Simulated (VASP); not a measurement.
Input:

```
CELL_PARAMETERS angstrom
      1.67223    -2.89639     0.00000
      1.67223     2.89639     0.00000
      0.00000     0.00000    13.10244
ATOMIC_POSITIONS crystal
  W  0.33333 0.66667 0.25000
  W  0.66667 0.33333 0.75000
  Se 0.33333 0.66667 0.88139
  Se 0.66667 0.33333 0.38139
  Se 0.66667 0.33333 0.11861
  Se 0.33333 0.66667 0.61861
```

The numbers are results of PBE GGA with D4 dispersion, VASP's PBE PAW potentials (set 64) (plane waves; VASP 6.6.1), not measurements. Settings: 520 eV cut-off, 8×8×2 Γ-centred mesh, Gaussian smearing of 0.050 eV, potentials W_sv Se.

Task: The ions and cell shape at fixed volume are relaxed. What does this cell relax into?

Result: 
```
CELL_PARAMETERS angstrom
      1.65188    -2.86114     0.00000
      1.65188     2.86114     0.00000
      0.00000     0.00000    13.42729
ATOMIC_POSITIONS crystal
  W  0.33333 0.66667 0.25000
  W  0.66667 0.33333 0.75000
  Se 0.33333 0.66667 0.87543
  Se 0.66667 0.33333 0.37543
  Se 0.66667 0.33333 0.12457
  Se 0.33333 0.66667 0.62457
```
Space group P6_3/mmc (194), at a tolerance of 0.03 Å.

Task: How much energy does the relaxation gain?

Result: The energy (σ→0) changes by -20.9 meV/atom, in 8 ionic steps.

```csv
step,E(σ→0) (eV),max force (eV/Å),pressure (GPa),volume (Å³)
1,-45.8909,0.885,-7.38,126.92
2,-45.9695,0.092,-4.06,126.92
3,-45.9695,0.102,-4.10,126.92
4,-46.0005,0.044,-3.15,126.92
5,-46.0162,0.033,-1.75,126.92
6,-46.0162,0.035,-1.71,126.92
7,-46.0164,0.025,-1.96,126.92
8,-46.0164,0.006,-1.88,126.92
```

The compound is WSe2 in the 2H layered structure. This cell is one point of a volume scan, at 1.06 of the reference volume. Symmetry was kept, so distortions that lower it aren't found.
